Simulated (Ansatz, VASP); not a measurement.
# Ge2WN4 in two plane-wave programs

Aim: how closely do two programs agree when they are given the same cell, functional and k mesh? The cell is taken from a series of runs on this material, whose earlier steps may have relaxed, scaled, displaced or heated it; both programs get it as it stands.

Method: plane waves, with VASP 6.6.1 beside it; single point at PBE and single point at PBE, spin-orbit coupling, in Ansatz 0.2.0.

## Step 1: The starting structure

The cell holds 7 atoms: 1 W, 4 N and 2 Ge. Cell: a = 3.023 Å, b = 3.023 Å, c = 38.000 Å, α = 90.0°, β = 90.0°, γ = 120.0°. Vacuum lies along c.

## Step 2: VASP: single point, PBE

With cell and atoms fixed, the geometry can't cause a difference; cores, projectors, grids and the points listed under the comparison can.

Lines of VASP's logs that name or quote its potential files are left out, and so is its time.

INCAR reads:

```
SYSTEM = Ge2WN4
PREC = Accurate
ENCUT = 520
EDIFF = 1E-06
NELM = 120
ISMEAR = -1
SIGMA = 0.02
LREAL = .FALSE.
ALGO = Normal
GGA = PE
NBANDS = 34
LASPH = .TRUE.
LORBIT = 11
LWAVE = .FALSE.
LCHARG = .FALSE.
ISIF = 2
LDIPOL = .TRUE.
IDIPOL = 3
DIPOL = 0.5 0.5 0.5
LVHAR = .TRUE.
GGA_COMPAT = .FALSE.
EFERMI = MIDGAP
NELMDL = -8
KPAR = 2
```

POSCAR reads:

```
Ge2WN4
1.0
    3.0225679901      0.0000000000      0.0000000000
   -1.5112839950      2.6176206641      0.0000000000
    0.0000000000      0.0000000000     38.0000000000
W N Ge
1 4 2
Direct
    0.0000000000      0.0000000000      0.5000000000
    0.3333333333      0.6666666667      0.5320268673
    0.3333333333      0.6666666667      0.4679731327
    0.6666666667      0.3333333333      0.5976206751
    0.6666666667      0.3333333333      0.4023793249
    0.3333333333      0.6666666667      0.5814330809
    0.3333333333      0.6666666667      0.4185669191
```

KPOINTS reads:

```
Automatic mesh
0
Gamma
9 9 1
0 0 0
```

The projector-augmented-wave data sets are W, N and Ge_d (PBE family, release 64).

Launch:

```sh
mpirun -np 2 vasp_std
```

Numbers of over 12 decimals in the logs are rounded to 6 here.

Log:

```text
[banner, memory and clock lines left out]
running    2 mpi-ranks, on    1 nodes
 distrk:  each k-point on    1 cores,    2 groups
 distr:  one band on    1 cores,    1 groups

 POSCAR found type information on POSCAR W N Ge
 POSCAR found :  3 types and       7 ions
 LDA part: xc-table for (Slater+PW92), standard interpolation
 POSCAR, INCAR and KPOINTS ok, starting setup
 FFT: planning ... GRIDC
 FFT: planning ... GRID_SOFT
 FFT: planning ... GRID
 WAVECAR not read
 entering main loop
       N       E                     dE             d eps       ncg     rms          rms(c)
DAV:   1     0.555017394492E+03    0.55502E+03   -0.25649E+04  1044   0.205E+03
DAV:   2     0.278754850497E+02   -0.52714E+03   -0.51548E+03  1118   0.550E+02
DAV:   3    -0.616948593585E+02   -0.89570E+02   -0.88877E+02  1198   0.184E+02
DAV:   4    -0.660723622427E+02   -0.43775E+01   -0.43591E+01  1120   0.541E+01
DAV:   5    -0.662042676059E+02   -0.13191E+00   -0.13176E+00  1240   0.782E+00
DAV:   6    -0.662064640065E+02   -0.21964E-02   -0.21956E-02  1304   0.970E-01
DAV:   7    -0.662065193187E+02   -0.55312E-04   -0.55307E-04  1240   0.134E-01
DAV:   8    -0.662065213017E+02   -0.19830E-05   -0.19828E-05  1304   0.240E-02    0.359E+01
DAV:   9    -0.572787928946E+02    0.89277E+01   -0.44769E+01  1276   0.516E+01    0.102E+01
DAV:  10    -0.571288784550E+02    0.14991E+00   -0.44445E+00  1042   0.127E+01    0.107E+01
DAV:  11    -0.570120138954E+02    0.11686E+00   -0.46995E-01  1102   0.638E+00    0.119E+00
DAV:  12    -0.570076032837E+02    0.44106E-02   -0.12854E-01  1144   0.273E+00    0.381E-01
DAV:  13    -0.570083894843E+02   -0.78620E-03   -0.16887E-02  1232   0.791E-01    0.377E-01
DAV:  14    -0.570083117302E+02    0.77754E-04   -0.23096E-03  1112   0.360E-01    0.185E-01
[...]
DAV:  20    -0.570085360590E+02   -0.51625E-04   -0.57968E-06   816   0.848E-03    0.430E-03
DAV:  21    -0.570085877653E+02   -0.51706E-04   -0.28797E-06   790   0.744E-03    0.123E-03
DAV:  22    -0.570086041862E+02   -0.16421E-04   -0.62175E-07   720   0.393E-03    0.133E-03
DAV:  23    -0.570086248094E+02   -0.20623E-04   -0.53764E-07   678   0.240E-03    0.692E-04
DAV:  24    -0.570086322909E+02   -0.74815E-05   -0.25244E-07   648   0.161E-03    0.632E-04
DAV:  25    -0.570086367311E+02   -0.44403E-05   -0.16924E-07   630   0.138E-03    0.512E-04
DAV:  26    -0.570086379209E+02   -0.11898E-05   -0.32708E-08   620   0.964E-04    0.178E-04
DAV:  27    -0.570086387227E+02   -0.80176E-06   -0.22434E-08   594   0.616E-04
   1 F= -.57008639E+02 E0= -.57008639E+02  d E =-.584088E-15
```

Parts of OUTCAR (step 2):

```text
ion  position               nearest neighbor table
   1  0.000  0.000  0.500-   2 2.13   3 2.13   2 2.13   3 2.13   2 2.13   3 2.13
   2  0.333  0.667  0.532-   6 1.88   1 2.13   1 2.13   1 2.13
   3  0.333  0.667  0.468-   7 1.88   1 2.13   1 2.13   1 2.13
   4  0.667  0.333  0.598-   6 1.85   6 1.85   6 1.85
   5  0.667  0.333  0.402-   7 1.85   7 1.85   7 1.85
   6  0.333  0.667  0.581-   4 1.85   4 1.85   4 1.85   2 1.88
   7  0.333  0.667  0.419-   5 1.85   5 1.85   5 1.85   3 1.88

  LATTYP: Found a hexagonal cell.
 ALAT       =     3.0225679901
 C/A-ratio  =    12.5720910578

 Subroutine GETGRP returns: Found 12 space group operations
 (whereof 12 operations were pure point group operations)

The static configuration has the point symmetry D_3h.

 Found     12 irreducible k-points:

   k-points           NKPTS =     12   k-points in BZ     NKDIM =     12   number of bands    NBANDS=     34

   dimension x,y,z NGX =    24 NGY =   24 NGZ =  288
   dimension x,y,z NGXF=    48 NGYF=   48 NGZF=  576

   ENCUT  =  520.0 eV  38.22 Ry    6.18 a.u.   5.62  5.62 70.65*2*pi/ulx,y,z

   NELECT =      54.0000    total number of electrons

 k-points in reciprocal lattice and weights: Automatic mesh
   0.00000000  0.00000000  0.00000000       0.012
   0.11111111  0.00000000  0.00000000       0.074
   0.22222222 -0.00000000  0.00000000       0.074
   0.33333333 -0.00000000  0.00000000       0.074
   0.44444444 -0.00000000  0.00000000       0.074
   0.11111111  0.11111111  0.00000000       0.074
   0.22222222  0.11111111  0.00000000       0.148
   0.33333333  0.11111111  0.00000000       0.148
   0.44444444  0.11111111  0.00000000       0.074
   0.22222222  0.22222222  0.00000000       0.074
   0.33333333  0.22222222  0.00000000       0.148
   0.33333333  0.33333333  0.00000000       0.025

 dipolmoment           0.000000      0.000000     -0.000000 electrons x Angstroem

 average (electrostatic) potential at core
       1 -48.5489       2 -71.2390       3 -71.2390       4 -71.3616       5 -71.3616
       6 -82.2878       7 -82.2878

 E-fermi :  -1.4562

 k-point     1 :       0.0000    0.0000    0.0000
  band No.  band energies     occupation
    ...
     23      -5.1855      2.00000
     24      -4.8849      2.00000
     25      -4.8849      2.00000
     26      -4.1865      2.00000
     27      -2.1076      2.00000
     28      -0.2253      0.00000
     29      -0.2088      0.00000
     30       0.8655      0.00000
     31       0.8655      0.00000
     32       1.0744      0.00000
    ...

 k-point     2 :       0.1111    0.0000    0.0000
  band No.  band energies     occupation
    ...
     23      -5.4116      2.00000
     24      -5.1858      2.00000
     25      -5.0835      2.00000
     26      -4.0471      2.00000
     27      -2.1303      2.00000
     28      -0.2364      0.00000
     29       0.2254      0.00000
     30       0.8331      0.00000
     31       1.2046      0.00000
     32       1.3357      0.00000
    ...

 k-point     3 :       0.2222   -0.0000    0.0000
  band No.  band energies     occupation
    ...
     23      -5.6055      2.00000
     24      -5.5553      2.00000
     25      -5.5177      2.00000
     26      -4.2040      2.00000
     27      -2.8907      2.00000
     28       0.1728      0.00000
     29       0.6812      0.00000
     30       0.7922      0.00000
     31       1.6797      0.00000
     32       1.8563      0.00000
    ...

  Total       -0.3107098     -0.3107098     -0.2592928     -0.0000000      0.0000000      0.0000000
  in kB       -1.6557668     -1.6557668     -1.3817666     -0.0000000      0.0000000      0.0000000
  external PRESSURE =      -1.5644334 kB  Pullay stress =       0.0000000 kB

  energy-cutoff  :      520.00
  volume of cell :      300.65
      direct lattice vectors                 reciprocal lattice vectors
     3.022567990  0.000000000  0.000000000     0.330844502  0.191013162  0.000000000
    -1.511283995  2.617620664  0.000000000     0.000000000  0.382026324  0.000000000
     0.000000000  0.000000000 38.000000000     0.000000000  0.000000000  0.026315789

 POSITION                                       TOTAL-FORCE (eV/Angst)
 -----------------------------------------------------------------------------------
      0.00000      0.00000     19.00000         0.000000     -0.000000      0.000000
     -0.00000      1.74508     20.21702         0.000000      0.000000      0.041559
     -0.00000      1.74508     17.78298         0.000000      0.000000     -0.041559
      1.51128      0.87254     22.70959        -0.000000     -0.000000     -0.044267
      1.51128      0.87254     15.29041        -0.000000     -0.000000      0.044267
     -0.00000      1.74508     22.09446         0.000000      0.000000      0.007128
     -0.00000      1.74508     15.90554         0.000000     -0.000000     -0.007128
 -----------------------------------------------------------------------------------
    total drift:                               -0.000001      0.000001     -0.000000

  FREE ENERGIE OF THE ION-ELECTRON SYSTEM (eV)
  ---------------------------------------------------
  free  energy   TOTEN  =       -57.0086387227 eV

  energy  without entropy=      -57.0086387227  energy(sigma->0) =      -57.00863872

 vacuum level on the upper side and lower side of the slab         3.275         3.275

 total charge
# of ion       s       p       d       tot
------------------------------------------
    1        0.569   0.797   4.188   5.554
    2        1.236   2.504   0.000   3.740
    3        1.236   2.504   0.000   3.740
    4        1.246   2.531   0.000   3.777
    5        1.246   2.531   0.000   3.777
    6        1.025   1.343  10.348  12.716
    7        1.025   1.343  10.348  12.716
--------------------------------------------------
tot          7.585  13.553  24.883  46.022

[... 3 further parts left out ...]
```

This run has no spin polarisation, so a moment on W, if there is one, isn't seen. The data set W keeps the semicore shell frozen, which is cheaper and a little less accurate.

## Step 3: Ansatz: single point, PBE

Ansatz runs on its PAW soft_1 files.

The same cell, functional, mesh and smearing now go to Ansatz, which takes its cutoff from its data sets.

input.yaml reads:

```yaml
crystal:
  lattice:
    - [3.0225679901, 0.0, 0.0]
    - [-1.511283995, 2.6176206641, 0.0]
    - [0.0, 0.0, 38.0]
  atoms:
    - { symbol: W, position: [0.0, 0.0, 0.5] }
    - { symbol: "N", position: [0.3333333333, 0.6666666667, 0.5320268673] }
    - { symbol: "N", position: [0.3333333333, 0.6666666667, 0.4679731327] }
    - { symbol: Ge, position: [0.3333333333, 0.6666666667, 0.5814330809] }
    - { symbol: Ge, position: [0.3333333333, 0.6666666667, 0.4185669191] }
    - { symbol: "N", position: [0.6666666667, 0.3333333333, 0.5976206751] }
    - { symbol: "N", position: [0.6666666667, 0.3333333333, 0.4023793249] }
  periodic: [true, true, false]
kpoints:
  mp_grid: { grid: [9, 9, 1] }
  band_path:
    path:
      - [0, 0, 0]
      - [0.5, 0, 0]
      - [0.3333333333333, 0.3333333333333, 0]
      - [0, 0, 0]
    npoints: 10
hamiltonian:
  xc: pbe
  pseudopotentials: { kind: paw, azcp: { folder: soft_1 } }
scf:
  occupations: { method: fermi_dirac, width: 0.02 }
  n_extra_bands: 6
output:
  eigenvalues: true
  write_density: true
  write_potential: true
  elf: true
  volumetric_format: npy
```

Launch:

```sh
ansatz run input.yaml --threads 4 --pin off --max-ram 17510MiB --backend cpu --events-out ev --progress --plain --runs-dir out
```

Log:

```text
scf.n_extra_bands = 6 over 31 filled bands (N_el = 62.0): the run solves 37 bands
Engine: ansatz 0.2.0, aarch64-unknown-linux-gnu
Pseudopotentials: kind: paw
Pseudopotential: W, paw, valence charge 14, recommended cutoff 420 eV (normal), soft_1/W.paw.azcp
Pseudopotential: N, paw, valence charge 5, recommended cutoff 420 eV (normal), soft_1/N.paw.azcp
Pseudopotential: Ge, paw, valence charge 14, recommended cutoff 420 eV (normal), soft_1/Ge.paw.azcp
Functional definition: PBE
  parameter kappa = 0.804
  parameter beta = 0.066725
  exchange = pbe_x(kappa = kappa, mu = beta*pi^2/3)
  correlation = pbe_c(beta = beta)
Crystal: 7 atoms, lattice volume = 300.654 Å³
Basis set: ecut = 420 eV, 5767 PW (Γ)
Bands: 37, of which v1, the nominal top of the filled ones, is band 31 counted from 1 (30 counted from 0)
Symmetry: 12 space group operations
Space group: P-6m2 (ITA 187), of the structure as read, at distance tolerance 6.7e-5 Å
k-points: 12 of 81 (time reversal used)
Non-local potential: W, projectors of the file, l = 0: 3, l = 1: 2, l = 2: 2, l = 3: 1
Non-local potential: N, projectors of the file, l = 0: 2, l = 1: 2, l = 2: 1
Non-local potential: Ge, projectors of the file, l = 0: 2, l = 1: 2, l = 2: 3, l = 3: 1
PAW form: soft (Blöchl's): semilocal exchange-correlation on the pseudo side does not see the compensation charge
PAW one-centre angular grid: W, 590 points (default); XC on 64 Gauss nodes
PAW one-centre angular grid: N, 110 points (default); XC on 64 Gauss nodes
PAW one-centre angular grid: Ge, 590 points (default); XC on 64 Gauss nodes
Initial density: superposition of atomic densities (neutral atoms: chi_scale 0, normalization atom)
Initial wavefunctions: pseudopotential atomic-orbital guess
Functional: x = pbe(κ = 0.804, μ = 0.219515), c = pbe(β = 0.066725)
SCF iter   1: F=—  HF=-20520.327316 eV  |F-HF|=—  |Δ(HF+E_count)|=         —  Δρ=8.75e-2  dr2=2.60e1  ethr=3.10e-3  ⟨swp⟩=13.2  Hψ=3034  notcnv=0
preconditioner: auto → Resta (q_TF=auto, 2.097 Å⁻¹)  ε∞=1.8  [insulator: Δε(μ)=1.401 eV  Ē_g=17.723 eV  σ=0.020 eV  W_gap=1.00  n_scr=24 (ndim 8)  ℏωp=15.7 eV  f_vac=0.715  D(μ)=0.00/eV (n_scr^D=0)  ε∞_Penn≈1.8  vacuum switching on, ρ_ref=2.3e-2 e/Å³]
SCF iter   2: F=—  HF=-20514.704256 eV  |F-HF|=—  |Δ(HF+E_count)|=    5.62e0  Δρ=4.56e-2  dr2=7.64e0  ethr=3.10e-3  ⟨swp⟩=5.2  Hψ=1547  notcnv=0  defer=20
SCF iter   3: F=—  HF=-20513.474380 eV  |F-HF|=—  |Δ(HF+E_count)|=    1.23e0  Δρ=1.64e-2  dr2=8.83e-1  ethr=3.10e-3  ⟨swp⟩=4.8  Hψ=1087  notcnv=0  defer=14
SCF iter   4: F=—  HF=-20513.379512 eV  |F-HF|=—  |Δ(HF+E_count)|=   9.49e-2  Δρ=8.69e-3  dr2=1.22e-1  ethr=1.42e-3  ⟨swp⟩=4.1  Hψ=861  notcnv=0  defer=16
SCF iter   5: F=—  HF=-20513.392289 eV  |F-HF|=—  |Δ(HF+E_count)|=   1.28e-2  Δρ=3.82e-3  dr2=5.53e-2  ethr=1.97e-4  ⟨swp⟩=4.8  Hψ=1064  notcnv=0  defer=16
SCF iter   6: F=—  HF=-20513.382960 eV  |F-HF|=—  |Δ(HF+E_count)|=   9.33e-3  Δρ=6.79e-4  dr2=1.98e-3  ethr=8.93e-5  ⟨swp⟩=3.8  Hψ=857  notcnv=0  defer=16
SCF iter   7: F=—  HF=-20513.382995 eV  |F-HF|=—  |Δ(HF+E_count)|=   3.50e-5  Δρ=2.86e-4  dr2=1.93e-4  ethr=3.20e-6  ⟨swp⟩=3.6  Hψ=1131  notcnv=0  defer=16
SCF iter   8: F=—  HF=-20513.383049 eV  |F-HF|=—  |Δ(HF+E_count)|=   5.39e-5  Δρ=8.65e-5  dr2=2.12e-5  ethr=3.12e-7  ⟨swp⟩=3.6  Hψ=1060  notcnv=0  defer=16
SCF iter   9: F=—  HF=-20513.383196 eV  |F-HF|=—  |Δ(HF+E_count)|=   1.47e-4  Δρ=2.38e-5  dr2=1.43e-6  ethr=3.43e-8  ⟨swp⟩=3.2  Hψ=972  notcnv=0  defer=16
SCF iter  10: F=-20513.383197 eV  HF=-20513.383197 eV  |F-HF|=7.00e-8  |Δ(HF+E_count)|=   5.61e-7  Δρ=6.44e-6  dr2=5.74e-8  ethr=1.61e-10  ⟨swp⟩=16.4  Hψ=2851  notcnv=0
SCF 1 converged in 10 iterations: F = -20513.383197 eV  dr2 = 5.74e-8
  greatest PAW one-centre occupation: 0.999 electrons in one spin orbital (limit 2), on the W atom at site 0 (counted from 0), in its partial waves of l = 0
NSCF: frozen V_eff on 31 k-points
WARN: The output density's exchange-correlation potential varies sharply where the density is thin. Do not read a vacuum level from v_tot or v_xc, or from such a field of the output density. On a cell that repeats whose density bears no net charge and no dipole along the vacuum's axis use v_es (v_loc + v_h of the components); under efield.dipole_correction with no amplitude use v_es + v_field, which holds any externa [...]
SCF converged after 10 iterations
Free energy (F): -20513.383197 eV
Harris-Foulkes:  -20513.383197 eV  (|F-HF|=7.00e-8)
Internal energy: -20513.383197 eV  (E = F + TS)
E sigma→0 (E₀):  -20513.383197 eV
Fermi energy:    -4.688146 eV
--- Per-component energies (eV) ---
  E_band       = -1481.922808
  E_kinetic    = 1119.064710
  E_local      = -289221.544165  (includes V_loc(G=0)·N_el)
  E_nonlocal   = 560.778888
  E_hartree    = 143781.590464
  E_xc         = -645.754562
  E_vxc        = -659.508696  (∫ρ·V_xc dr)
  E_paw        = -13126.964909  (= ΣΔE_a)
  E_vpaw       = -843.898549  (= ΣTr[D̂ρ^β])
  E_aug_tail   = 0.003567  (compensation charges beyond the density's cutoff)
  E_ewald      = 137019.442809
  E_smearing   = -0.000000  (= −TS)
  E_closure    = -0.000000  (closes the sum)
  Σ components = -20513.383197   (vs F -20513.383197, Δ=0.00e0)
--- Band table (eV; the first three rows and the last of 12) ---
  k-point 0: bands = [... 27 lower, -8.1559, -8.1559, -7.4632, -5.3545, -3.5086, -3.4714, -2.3756, -2.3756, ... 2 higher]
  k-point 1: bands = [... 27 lower, -8.4631, -8.3535, -7.3248, -5.3694, -3.5035, -3.0414, -2.4052, -2.0417, ... 2 higher]
  k-point 2: bands = [... 27 lower, -8.8237, -8.7904, -7.4805, -6.1324, -3.0821, -2.5689, -2.4359, -1.5864, ... 2 higher]
  k-point 11: bands = [... 27 lower, -8.5317, -8.0670, -7.9045, -5.8864, -4.0349, -1.7353, -0.8860, -0.3013, ... 2 higher]
```

## Step 4: Differences

Known differences besides the potentials themselves: Ansatz cuts the interaction across the vacuum, VASP repeats the sheet with a dipole correction; the data sets hold 62 valence electrons in Ansatz (on its PAW soft_1 files) and 54 in VASP; the cutoff is 420 eV in Ansatz and 520 eV in VASP. Total energies have different zeros and are not compared.

The two programs side by side:

```tsv
quantity	Ansatz	VASP	difference
gap on the k mesh (eV)	1.320	1.303	+0.017
```

A gap on the mesh is an upper bound, since the band edges may lie between its points; neither run holds spin-orbit coupling, which can move the band edges of a compound of W. With vacuum in the cell, a pressure given here is an average over mostly empty space and none of the material.

(Continued in part 2 of 2.)

[Lines on the potential files, build, host, timing and source positions are cut from VASP's logs without a mark.]

[Logs are printed without paths, hosts, clocks, repeated set-up lines and the standing remarks that a program may print on its own settings, such as how far it seeks lower states.]

[Hosts, paths, dates, database ids (printed as entryN), source tags and the programs' standing remarks are cut or masked in the printed files.]
